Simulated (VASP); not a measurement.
A VASP calculation is set up with these files.

**KPOINTS**
```
Automatic mesh
0
Gamma
9 9 9
0 0 0
```

POSCAR:
```
SiC
1.0
  0.0000000000   2.1800000000   2.1800000000
  2.1800000000   0.0000000000   2.1800000000
  2.1800000000   2.1800000000   0.0000000000
Si C
1 1
direct
  0.0000000000   0.0000000000   0.0000000000
  0.2500000000   0.2500000000   0.2500000000
```

**INCAR**
```
SYSTEM = SiC
PREC = Accurate; ENCUT = 520; LREAL = .FALSE.
LASPH = .TRUE.
EDIFF = 1E-6; NELM = 100; ALGO = Normal
ISMEAR = 0; SIGMA = 0.05
IBRION = 2; NSW = 60; ISIF = 3
EDIFFG = -0.01
LWAVE = .FALSE.; LCHARG = .FALSE.
```

POTCAR, in this order: Si C (LDA.64 set). Program: vasp_std.

Translate this LDA calculation to Quantum ESPRESSO's pw.x.

One equivalent input (not run):
```
&CONTROL
  calculation = 'vc-relax'
  pseudo_dir = './pseudo'
  outdir = './out'
  tprnfor = .true.
  tstress = .true.
  nstep = 60
  forc_conv_thr = 0.00039
/
&SYSTEM
  ibrav = 0
  nat = 2
  ntyp = 2
  ecutwfc = 82
  occupations = 'smearing'
  smearing = 'gaussian'
  degauss = 0.003675
  input_dft = 'pz'
/
&ELECTRONS
  conv_thr = 7.3e-08
  electron_maxstep = 100
/
&IONS
/
&CELL
/
ATOMIC_SPECIES
  Si 28.085 Si.upf
  C 12.011 C.upf
CELL_PARAMETERS angstrom
     0.0000000    2.1800000    2.1800000
     2.1800000    0.0000000    2.1800000
     2.1800000    2.1800000    0.0000000
ATOMIC_POSITIONS crystal
  Si   0.0000000  0.0000000  0.0000000
  C    0.2500000  0.2500000  0.2500000
K_POINTS automatic
  9 9 9 0 0 0
```
Limits of the translation: the potentials are each code's own (VASP's PAW set, PseudoDojo norm-conserving files in pw.x), so ENCUT and ecutwfc are chosen apart and not converted; conv_thr bounds pw.x's estimated SCF error, while EDIFF bounds the energy change between steps; forc_conv_thr acts on force components and is met together with etot_conv_thr.

The compound is SiC in the zinc blende structure. This run relaxes it. Symmetry was kept, so distortions that lower it aren't found.
